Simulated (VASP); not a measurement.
All values below come from PBE GGA, VASP's PBE PAW potentials (set 64) (plane waves; VASP). Each cell was relaxed at this level, without spin-orbit coupling.

**Question.** Which of these comes out without a gap?
A. InSb, F-43m (216)
B. CdTe, F-43m (216)
C. Si, Fd-3m (227)
D. Be2C, Fm-3m (225)

**Answer.** A, InSb, F-43m (216). The others have gaps of 1.16 eV (Be2C, Fm-3m (225)), 0.59 eV (CdTe, F-43m (216)), 0.61 eV (Si, Fd-3m (227)).
